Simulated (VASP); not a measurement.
The system is Be3ZnTe4.

```
CELL_PARAMETERS angstrom
4.65852 0.00000 0.00000
-2.32926 4.03440 0.00000
0.00000 0.00000 10.54216
ATOMIC_POSITIONS crystal
Be 0.33333 0.66667 0.50000
Be 0.66667 0.33333 0.50000
Be 0.00000 0.00000 0.50000
Zn 0.00000 0.00000 0.00000
Te 0.33333 0.66667 0.69562
Te 0.33333 0.66667 0.30438
Te 0.66667 0.33333 0.30438
Te 0.66667 0.33333 0.69562
```

The cell was built by a generator and needn't be a form met in nature.

```yaml
Program: VASP 6.6.1
Task: relaxation of cell and atoms
Functional: PBE
Potentials_or_basis: VASP PAW PBE potentials, release 64 (Be, Zn, Te)
Cutoff: 520 eV
k_mesh: 4 × 4 × 2
Occupations: gaussian, width 0.15 eV
Spin: no spin polarisation
```

At the start: pressure 20.6 GPa; volume 24.77 Å³/atom.

Problem. Where does the relaxation end?

Solution. Over 10 steps the energy falls by 501.1 meV/atom and the volume is 34.27 Å³/atom (+38.4 %); space group P6/mmm (No. 191, to 0.05 Å).

The path:
```csv
step,energy change (eV),largest force (eV/Å),pressure (GPa),volume (Å³)
1,0.0000,3.4242,20.62,198.13
2,-2.9757,1.2050,-3.43,304.25
3,-3.7283,0.4701,0.71,259.98
4,-3.7276,0.5107,0.46,261.34
5,-3.9740,0.1731,0.23,268.68
6,-4.0071,0.1121,0.25,272.95
7,-4.0075,0.0970,0.19,272.73
8,-4.0009,0.0461,0.06,270.72
9,-4.0077,0.0811,0.17,272.49
10,-4.0089,0.0119,-0.04,274.12
```

Final structure:
```
Be Zn Te
1.0
     5.30901    0.00000    0.00000
    -2.65450    4.59773    0.00000
     0.00000    0.00000   11.23029
Be Zn Te
3 1 4
Direct
  0.33333 0.66667 0.50000
  0.66667 0.33333 0.50000
  0.00000 0.00000 0.50000
  0.00000 0.00000 0.00000
  0.33333 0.66667 0.70439
  0.33333 0.66667 0.29561
  0.66667 0.33333 0.29561
  0.66667 0.33333 0.70439
```

Caveat: the k mesh is coarse (spacing up to 0.39 Å⁻¹), so the values aren't converged; the volume moved by over 15 % at a fixed basis, so the end points are rough.
